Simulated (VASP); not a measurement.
These are PBEsol GGA, VASP's PBE PAW potentials (set 64) (plane waves; VASP 6.6.1) values and carry that method's errors.

A VASP calculation is set up with these files.

**INCAR**
```
SIGMA=0.05   ! width (eV)
NSW=40
PSTRESS=100   ! kbar
LREAL=.FALSE.   ! projection in real space or not
ALGO=Normal
IBRION=2   ! conjugate gradients
LASPH=.TRUE.
EDIFF=1E-6
EDIFFG=-0.02
GGA=PS   ! PBEsol
SYSTEM=CaF2
ISMEAR=0
LCHARG=.FALSE.
ISIF=3   ! ions, shape and volume
PREC=Accurate
ENCUT=620
LWAVE=.FALSE.
NELM=100   ! most electronic steps
```

**KPOINTS**
```
Regular mesh
0
gamma
 7 7 7
```

POSCAR:
```
CaF2
1
    0.0000000000     2.6663023219     2.6663023219
    2.6663023219     0.0000000000     2.6663023219
    2.6663023219     2.6663023219     0.0000000000
Ca F
1 2
Direct
  0.0000000000   0.0000000000   0.0000000000
  0.2500000000   0.2500000000   0.2500000000
  0.7500000000   0.7500000000   0.7500000000
```

POTCAR, in this order: Ca_sv F (PBE.64 set). Program: vasp_std.

Energy and stress use the plane-wave basis of the starting cell.

Problem. What does the run give for the energy per atom (σ→0), volume per atom?

Solution. 
```json
{
 "energy per atom (σ→0)": "-5.933 eV/atom",
 "volume_per_atom": "12.12 Å³/atom"
}
```

File OSZICAR:
```
...
DAV:   2    -0.178035273358E+02    0.45173E-01   -0.20731E-01   680   0.387E+00    0.458E-01
DAV:   3    -0.177988323187E+02    0.46950E-02   -0.85804E-03   944   0.118E+00    0.186E-01
DAV:   4    -0.177982499032E+02    0.58242E-03   -0.60353E-03  1008   0.622E-01    0.728E-02
DAV:   5    -0.177982607255E+02   -0.10822E-04   -0.78797E-05   728   0.931E-02    0.699E-02
DAV:   6    -0.177983727049E+02   -0.11198E-03   -0.12339E-04  1104   0.838E-02    0.309E-02
DAV:   7    -0.177983741759E+02   -0.14710E-05   -0.32852E-05   864   0.742E-02    0.675E-03
DAV:   8    -0.177983740209E+02    0.15502E-06   -0.23136E-06   680   0.160E-02
   3 F= -.15528208E+02 E0= -.15528208E+02  d E =-.246313E-01
```

The compound is CaF2 in the fluorite structure. This run relaxes it under an external pressure of 10 GPa. Symmetry was kept, so distortions that lower it aren't found.
